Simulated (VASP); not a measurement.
# A VASP study of BaY (PW91): structure first, properties next, part 4 of 8

What structure does BaY take at this level, and what are its properties? The cell is invented: other elements were put on sites of a known structure type. It may not be a known or stable phase.

VASP 6.6.1, plane waves and PAW; the level of theory is named at each step.

Still holding for the runs below: The k-mesh is coarse for a metal.

So far. Step 4 (Second relaxation): It ends with a largest force of 0.004 eV/Å and a pressure of -0.01 GPa. The volume moved by under 0.01 %: the run met its threshold at the first step. Step 5 (Density, ELF and potential (PW91)): In this run the pressure is -0.02 GPa, small enough to go on; single stress components reach 0.03 GPa.

The structure was built from a prototype and need not be the compound's stable phase.

### 6. Band structure (PW91)

Level of this step: PW91; plane waves and PAW (Ba_sv, Y_sv); invented cell (VASP).

Levels along the symmetry lines show where the bands peak and cross; KPOINTS_OPT computes them in the converged potential.

File INCAR:

```
SYSTEM = BaY
PREC = Accurate
ENCUT = 400
EDIFF = 1E-06
NELM = 100
ISMEAR = 1
SIGMA = 0.2
LREAL = .FALSE.
ALGO = Normal
GGA = 91
NBANDS = 35
LORBIT = 11
LWAVE = .FALSE.
LCHARG = .FALSE.
KPAR = 2
```

File POSCAR:

```
BaY
1.0
    5.4572138773      0.0000000000      0.0000000000
    0.0000000000      5.4572138773      0.0000000000
    0.0000000000      0.0000000000      5.7319970692
Ba Y
2 2
Direct
    0.5000000000      0.0000000000      0.4995906171
    0.0000000000      0.5000000000      0.5004093829
    0.0000000000      0.0000000000      0.0000000000
    0.5000000000      0.5000000000      0.0000000000
```

File KPOINTS:

```
Automatic mesh
0
Gamma
5 5 5
0 0 0
```

File KPOINTS_OPT:

```
Line mode
16
Line-mode
Reciprocal
  0.00000000   0.00000000   0.00000000 GAMMA
  0.00000000   0.50000000   0.00000000 X

  0.00000000   0.50000000   0.00000000 X
  0.50000000   0.50000000   0.00000000 M

  0.50000000   0.50000000   0.00000000 M
  0.00000000   0.00000000   0.00000000 GAMMA

  0.00000000   0.00000000   0.00000000 GAMMA
  0.00000000   0.00000000   0.50000000 Z

  0.00000000   0.00000000   0.50000000 Z
  0.00000000   0.50000000   0.50000000 R

  0.00000000   0.50000000   0.50000000 R
  0.50000000   0.50000000   0.50000000 A

  0.50000000   0.50000000   0.50000000 A
  0.00000000   0.00000000   0.50000000 Z

  0.00000000   0.50000000   0.00000000 X
  0.00000000   0.50000000   0.50000000 R

  0.50000000   0.50000000   0.00000000 M
  0.50000000   0.50000000   0.50000000 A
```

PAW data sets: Ba_sv and Y_sv (PBE family, release 64).

Started as:

```
$ mpirun -np 2 vasp_std
```

What it wrote:

```text
[... set-up lines as in an earlier step ...]
 entering main loop
       N       E                     dE             d eps       ncg     rms          rms(c)
DAV:   1     0.219128720775E+03    0.21913E+03   -0.16458E+04  1268   0.881E+02
DAV:   2    -0.444885672814E+00   -0.21957E+03   -0.21172E+03  1625   0.221E+02
DAV:   3    -0.164862808502E+02   -0.16041E+02   -0.15715E+02  1829   0.458E+01
DAV:   4    -0.173169005236E+02   -0.83062E+00   -0.82825E+00  1848   0.941E+00
DAV:   5    -0.173478268241E+02   -0.30926E-01   -0.30914E-01  1722   0.158E+00    0.210E+01
DAV:   6    -0.154581229775E+02    0.18897E+01   -0.55787E+00  1497   0.511E+00    0.147E+01
DAV:   7    -0.154360388752E+02    0.22084E-01   -0.98304E-01  1845   0.249E+00    0.776E+00
DAV:   8    -0.154507743818E+02   -0.14736E-01   -0.15001E-01  1646   0.137E+00    0.812E-01
DAV:   9    -0.154483102055E+02    0.24642E-02   -0.21168E-02  1733   0.368E-01    0.409E-01
DAV:  10    -0.154475903793E+02    0.71983E-03   -0.24418E-03  1668   0.194E-01    0.209E-01
DAV:  11    -0.154475666425E+02    0.23737E-04   -0.71334E-04  1690   0.104E-01    0.556E-02
DAV:  12    -0.154475669314E+02   -0.28885E-06   -0.62927E-05  1919   0.188E-02    0.226E-02
DAV:  13    -0.154475671658E+02   -0.23439E-06   -0.66003E-06  1653   0.968E-03
   1 F= -.15447567E+02 E0= -.15447924E+02  d E =0.107027E-02
 Start KPOINTS_OPT (optional k-point list driver)
k-point batch [1-18\144]
       N       E                     dE             ncg
DAV:   1    -0.695464454734E+04   -0.13469E+05     1268
DAV:   2    -0.110267051525E+05   -0.40721E+04     1605
DAV:   3    -0.113482032730E+05   -0.32150E+03     1928
DAV:   4    -0.113655288886E+05   -0.17326E+02     1848
DAV:   5    -0.113660521745E+05   -0.52329E+00     1799
DAV:   6    -0.113660625588E+05   -0.10384E-01     1920
DAV:   7    -0.113660627909E+05   -0.23204E-03     1687
DAV:   8    -0.113660627967E+05   -0.57918E-05     1501
DAV:   9    -0.113660627968E+05   -0.14596E-06     1133
[...]
k-point batch [127-144\144]
       N       E                     dE             ncg
DAV:   1    -0.679917103433E+04   -0.23950E+05     1260
DAV:   2    -0.109322909536E+05   -0.41331E+04     1636
DAV:   3    -0.112775046387E+05   -0.34521E+03     2050
DAV:   4    -0.112926477831E+05   -0.15143E+02     1754
DAV:   5    -0.112930227722E+05   -0.37499E+00     1791
DAV:   6    -0.112930290416E+05   -0.62694E-02     1725
DAV:   7    -0.112930292207E+05   -0.17916E-03     1727
DAV:   8    -0.112930292243E+05   -0.35940E-05     1280
DAV:   9    -0.112930292245E+05   -0.12899E-06      925
```

The job ended after 5.6 min (2 MPI ranks of AMD EPYC 7R43, shared host; peak memory 0.49 GiB).

From OUTCAR (step 6):

```text
   k-points           NKPTS =     18   k-points in BZ     NKDIM =     18   number of bands    NBANDS=     35

   NELECT =      42.0000    total number of electrons

 E-fermi :   2.5123

 k-point     1 :       0.0000    0.0000    0.0000
  band No.  band energies     occupation
    ...
     19       1.2698      2.00000
     20       1.4323      2.00000
     21       1.8897      2.00010
     22       1.8897      2.00010
     23       1.9776      2.00103
     24       4.1589     -0.00000
     25       4.2239     -0.00000
     26       4.2239     -0.00000
     27       4.7211     -0.00000
     28       4.8569     -0.00000
    ...

  Total       -0.0307725     -0.0307725     -0.0198693      0.0000000      0.0000000      0.0000000
  in kB       -0.2888188     -0.2888188     -0.1864857      0.0000000      0.0000000      0.0000000
  external PRESSURE =      -0.2547078 kB  Pullay stress =       0.0000000 kB

 POSITION                                       TOTAL-FORCE (eV/Angst)
 -----------------------------------------------------------------------------------
      2.72861      0.00000      2.86365        -0.000000      0.000000      0.003802
      0.00000      2.72861      2.86835         0.000000     -0.000000     -0.003802
      0.00000      0.00000      0.00000         0.000000      0.000000      0.000000
      2.72861      2.72861      0.00000         0.000000     -0.000000      0.000000
 -----------------------------------------------------------------------------------
    total drift:                                0.000000      0.000000      0.000000

  FREE ENERGIE OF THE ION-ELECTRON SYSTEM (eV)
  ---------------------------------------------------
  free  energy   TOTEN  =       -15.4475671658 eV

  energy  without entropy=      -15.4486374332  energy(sigma->0) =      -15.44792392

[... 9 parts as in an earlier step ...]

[... 7 further parts left out ...]
```

Within 0.02 Å the cell has space group P4/mmm; at a tight tolerance a small distortion makes it P4/nmm.

This step gave:

```yaml
bands: 35
pressure: -0.02547 GPa
```

The electronic bands at the labelled points (eV, zero at the Fermi level; # counts the bands kept in this run, so #1 is VASP's band 17):

```csv
point,#1,#2,#3,#4,#5,#6,#7,#8
Γ,-3.70,-1.57,-1.24,-1.08,-0.62,-0.62,-0.53,1.65
0.47 of the way,-3.29,-1.35,-0.93,-0.86,-0.41,-0.37,-0.26,1.27
X,-2.09,-2.09,-0.30,-0.30,0.30,0.30,0.45,0.45
0.47 of the way,-1.80,-1.80,-0.08,-0.08,0.12,0.12,0.27,0.27
M,-1.03,-1.03,-0.84,-0.84,0.25,0.25,0.56,0.56
0.47 of the way,-2.71,-0.91,-0.82,-0.47,-0.20,-0.01,-0.01,0.51
Γ,-3.70,-1.57,-1.24,-1.08,-0.62,-0.62,-0.53,1.65
0.47 of the way,-3.31,-1.28,-1.22,-0.77,-0.37,-0.37,-0.36,1.27
Z,-2.43,-1.67,-0.71,-0.27,0.01,0.30,0.30,0.67
0.47 of the way,-2.19,-1.27,-0.47,-0.32,0.01,0.08,0.30,0.42
R,-1.45,-1.45,-0.34,-0.34,0.24,0.24,0.57,0.57
0.53 of the way,-1.77,-1.77,-0.72,-0.72,0.42,0.42,1.01,1.01
A,-1.97,-1.97,-0.94,-0.94,0.76,0.76,0.98,0.98
0.47 of the way,-2.02,-1.24,-1.05,-0.20,0.19,0.21,0.29,0.89
Z,-2.43,-1.67,-0.71,-0.27,0.01,0.30,0.30,0.67
jump to X,-2.09,-2.09,-0.30,-0.30,0.30,0.30,0.45,0.45
0.53 of the way,-1.79,-1.79,-0.02,-0.02,0.05,0.05,0.25,0.25
R,-1.45,-1.45,-0.34,-0.34,0.24,0.24,0.57,0.57
jump to M,-1.03,-1.03,-0.84,-0.84,0.25,0.25,0.56,0.56
0.47 of the way,-1.58,-1.58,-0.87,-0.87,0.55,0.55,0.76,0.76
A,-1.97,-1.97,-0.94,-0.94,0.76,0.76,0.98,0.98
```

Of the projections kept (Ba, Y), the largest for each band there, as a share of the weight inside these atoms' spheres; weight between the spheres isn't counted:

```csv
point,#1,#2,#3,#4,#5,#6,#7,#8
Γ,Y 0.73,Ba 0.56,Y 0.60,Y 0.82,Y 0.66,Y 0.66,Y 0.71,Ba 0.58
X,Y 0.72,Y 0.72,Y 0.67,Y 0.67,Y 0.71,Y 0.71,Y 0.68,Y 0.68
M,Y 0.87,Y 0.87,Y 0.63,Y 0.63,Ba 0.65,Ba 0.65,Y 0.92,Y 0.92
Γ,Y 0.73,Ba 0.56,Y 0.60,Y 0.82,Y 0.66,Y 0.66,Y 0.71,Ba 0.58
Z,Y 0.80,Ba 0.58,Ba 0.77,Y 0.94,Y 1.00,Ba 0.54,Ba 0.54,Ba 0.99
R,Y 0.71,Y 0.71,Y 0.67,Y 0.67,Y 0.80,Y 0.80,Y 0.85,Y 0.85
```

There is no gap at this level.

### 7. Density of states (PW91)

A density of states needs more k-points than a total energy, and tetrahedra (ISMEAR = -5) or a smearing that fits the mesh; LORBIT projects the states on the PAW spheres. The mesh is finer than in the run before.

INCAR: that of step 6 with these lines changed.

```diff
@@ -5,3 +5,3 @@
 NELM = 100
-ISMEAR = 1
+ISMEAR = -5
 SIGMA = 0.2
@@ -15 +15,2 @@
 KPAR = 2
+NEDOS = 2001
```

POSCAR is that of step 6.

File KPOINTS:

```
Automatic mesh
0
Gamma
7 7 7
0 0 0
```

Started as:

```
$ mpirun -np 2 vasp_std
```

What it wrote:

```text
[... set-up lines as in an earlier step ...]
 entering main loop
       N       E                     dE             d eps       ncg     rms          rms(c)
DAV:   1     0.225215937036E+03    0.22522E+03   -0.16320E+04  2800   0.882E+02
DAV:   2    -0.165066165715E+00   -0.22538E+03   -0.21764E+03  3639   0.225E+02
DAV:   3    -0.164776039732E+02   -0.16313E+02   -0.15988E+02  4128   0.464E+01
DAV:   4    -0.173332238549E+02   -0.85562E+00   -0.85364E+00  4192   0.941E+00
DAV:   5    -0.173546920344E+02   -0.21468E-01   -0.21477E-01  3800   0.134E+00    0.207E+01
DAV:   6    -0.154541054362E+02    0.19006E+01   -0.54044E+00  3427   0.507E+00    0.150E+01
DAV:   7    -0.154320745330E+02    0.22031E-01   -0.95572E-01  4044   0.248E+00    0.787E+00
DAV:   8    -0.154486149530E+02   -0.16540E-01   -0.16617E-01  3794   0.137E+00    0.855E-01
DAV:   9    -0.154457580626E+02    0.28569E-02   -0.29900E-02  3799   0.396E-01    0.394E-01
DAV:  10    -0.154446420787E+02    0.11160E-02   -0.34905E-03  3485   0.211E-01    0.229E-01
DAV:  11    -0.154446526859E+02   -0.10607E-04   -0.94440E-04  3466   0.128E-01    0.113E-01
DAV:  12    -0.154446527978E+02   -0.11189E-06   -0.14303E-04  4203   0.329E-02    0.281E-02
DAV:  13    -0.154446502133E+02    0.25845E-05   -0.12520E-05  3554   0.134E-02    0.979E-03
DAV:  14    -0.154446503437E+02   -0.13047E-06   -0.12554E-06  2303   0.530E-03
   1 F= -.15444650E+02 E0= -.15444650E+02  d E =0.000000E+00
 -----------------------------------------------------------------------------
|                                                                             |
|           W    W    AA    RRRRR   N    N  II  N    N   GGGG   !!!           |
|           W    W   A  A   R    R  NN   N  II  NN   N  G    G  !!!           |
|           W    W  A    A  R    R  N N  N  II  N N  N  G       !!!           |
|           W WW W  AAAAAA  RRRRR   N  N N  II  N  N N  G  GGG   !            |
|           WW  WW  A    A  R   R   N   NN  II  N   NN  G    G                |
|           W    W  A    A  R    R  N    N  II  N    N   GGGG   !!!           |
|                                                                             |
|     Tetrahedron method does not include variations of the Fermi             |
|     occupations, so forces and stress will be inaccurate. We suggest        |
|     using a different smearing scheme ISMEAR = 1 or 2 for metals in         |
|     relaxations.                                                            |
|                                                                             |
 -----------------------------------------------------------------------------
```

Run time: 1.9 min. Hardware: 2 MPI ranks; peak memory 0.55 GiB; 3.8 min of CPU time.

OUTCAR, selected parts (step 7):

```text
   k-points           NKPTS =     40   k-points in BZ     NKDIM =     40   number of bands    NBANDS=     35

   NELECT =      42.0000    total number of electrons

 E-fermi :   2.5205

 k-point     1 :       0.0000    0.0000    0.0000
  band No.  band energies     occupation
    ...
     19       1.2705      2.00000
     20       1.4313      2.00000
     21       1.8890      2.00000
     22       1.8890      2.00000
     23       1.9776      2.00000
     24       4.1610      0.00000
     25       4.2220      0.00000
     26       4.2220      0.00000
     27       4.7210      0.00000
     28       4.8561      0.00000
    ...

  Total       -0.0511518     -0.0511518      0.0671740      0.0000000      0.0000000      0.0000000
  in kB       -0.4800907     -0.4800907      0.6304688      0.0000000      0.0000000      0.0000000
  external PRESSURE =      -0.1099042 kB  Pullay stress =       0.0000000 kB

 POSITION                                       TOTAL-FORCE (eV/Angst)
 -----------------------------------------------------------------------------------
      2.72861      0.00000      2.86365         0.000000      0.000000      0.003204
      0.00000      2.72861      2.86835         0.000000      0.000000     -0.003204
      0.00000      0.00000      0.00000         0.000000     -0.000000      0.000000
      2.72861      2.72861      0.00000         0.000000      0.000000      0.000000
 -----------------------------------------------------------------------------------
    total drift:                                0.000000      0.000000      0.000000

  FREE ENERGIE OF THE ION-ELECTRON SYSTEM (eV)
  ---------------------------------------------------
  free  energy   TOTEN  =       -15.4446503437 eV

  energy  without entropy=      -15.4446503437  energy(sigma->0) =      -15.44465034

[... 7 parts as in an earlier step ...]

[... 9 further parts left out ...]
```

The DOS at the Fermi level is high for the number of transition-metal atoms. It is one value on this mesh and may be a narrow spike; if it stands, a magnetic instability is possible, which a run without spin can't show. With tetrahedra the forces and stress of a metal are not exact derivatives of the energy.

Numbers from this step:

* SCF cycles: 14
* irreducible k-points: 40
* free energy (TOTEN): -15.44 eV
* Fermi energy: 2.521 eV
* pressure: -0.01099 GPa
* DOS at the Fermi level, one point of the energy grid: 7.870 states/eV/cell

The density of states has structure finer than the step of the table below, so its rows give means over 0.5 eV, whole bins alone (the curve runs from -12.0 to 1.91 eV). Peaks (eV: height): total -1.30: 3.80, -0.26: 7.70, 0.06: 10.7, 0.94: 10.3; Y d 0.06: 3.16, 0.94: 3.65; Ba d 0.06: 1.24, 1.02: 1.22, 1.42: 0.975; Y p -1.30: 0.191, 0.22: 0.900, 1.02: 0.691; Y s -1.95: 0.469, -1.30: 0.372, 0.94: 0.0749.

States under -12.0 eV and over 1.9 eV are left out. Table of density of states by energy, zero at the Fermi level; means over each step; values in states/eV/cell:

```csv
energy (eV),total,Y d,Ba d,Y p,Y s,Ba p,Ba s
-4.0,4.9e-5,0,0,0,8.2e-6,0,4.1e-6
-3.5,0.206,7.5e-4,6.4e-4,0.00268,0.0347,0.00220,0.0112
-3.0,0.608,0.00484,0.00386,0.0152,0.102,0.0125,0.0284
-2.5,1.22,0.0205,0.0173,0.0444,0.206,0.0375,0.0417
-2.0,1.91,0.0806,0.0916,0.0672,0.317,0.0518,0.0352
-1.5,2.59,0.177,0.220,0.129,0.301,0.0544,0.0522
-1.0,3.58,0.537,0.345,0.184,0.152,0.0483,0.127
-0.5,6.34,1.55,0.645,0.336,0.0586,0.0843,0.159
0.0,8.32,2.40,0.969,0.588,0.0174,0.141,0.0278
0.5,6.29,2.01,0.579,0.498,0.0353,0.149,0.00954
1.0,8.84,2.96,0.963,0.596,0.0625,0.251,0.0175
1.5,6.62,2.37,0.919,0.389,0.0333,0.124,0.0250
```

The finer mesh and the other smearing move the Fermi level by +0.01 eV from the 5×5×5 run, a small shift, which tests the Fermi level alone. Of the states within 0.3 eV of the Fermi level, the largest shares in the PAW spheres are Y d 29 %, Ba d 11 % and Y p 7 %. The rest lies in smaller channels or between the spheres.

(Continued in part 5 of 8.)

[Lines on the potential files, build, host, timing and source positions are cut from VASP's logs without a mark.]

[Logs are printed without paths, hosts, clocks, repeated set-up lines and the standing remarks that a program may print on its own settings, such as how far it seeks lower states.]

[Hosts, paths, dates, database ids (printed as entryN), source tags and the programs' standing remarks are cut or masked in the printed files.]

[A measured line is paired with the nearest computed mode of its activity, which favours agreement.]

[In band tables of VASP the shares of atoms and orbitals are scaled to a sum of 1 inside the atoms' spheres.]
